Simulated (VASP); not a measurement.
Input:

```
CELL_PARAMETERS angstrom
      5.18879     0.00000     0.00000
      0.00000     5.18879     0.00000
      0.00000     0.00000     5.18879
ATOMIC_POSITIONS crystal
  Nb 0.25000 0.00000 0.50000
  Nb 0.50000 0.75000 0.00000
  Nb 0.75000 0.00000 0.50000
  Nb 0.50000 0.25000 0.00000
  Nb 0.00000 0.50000 0.75000
  Nb 0.00000 0.50000 0.25000
  Ga 0.00000 0.00000 0.00000
  Ga 0.50000 0.50000 0.50000
```

Calculation: PBEsol GGA, VASP's PBE PAW potentials (set 64) (plane waves; VASP). Settings: 300 eV cut-off, 5×5×5 Γ-centred mesh, Fermi-Dirac smearing of 0.10 eV, potentials Nb_sv Ga_d.

Give the energies of bands 45 to 58 at the high-symmetry points, in eV from the Fermi level.

```csv
band,Γ,X,M,R
45,-2.41,-0.99,-1.92,-1.39
46,-1.48,-0.99,-1.85,-1.39
47,-1.48,-0.94,-1.62,-1.39
48,-1.48,-0.94,-0.78,-1.39
49,-1.33,-0.85,0.23,0.11
50,-0.47,-0.85,0.23,0.11
51,-0.47,-0.77,0.28,0.11
52,-0.47,-0.77,0.28,0.11
53,-0.02,-0.26,0.68,0.35
54,-0.02,-0.26,0.70,0.35
55,2.68,1.75,0.78,0.35
56,2.68,1.75,0.78,0.35
57,2.68,2.43,0.89,0.35
58,2.96,2.43,1.16,0.35
```

It has no gap at this level: it comes out as a metal or semimetal.

The structure comes from a measured Nb3Ga entry of the Crystallography Open Database, whose conditions weren't checked. The cell was not relaxed at this level.
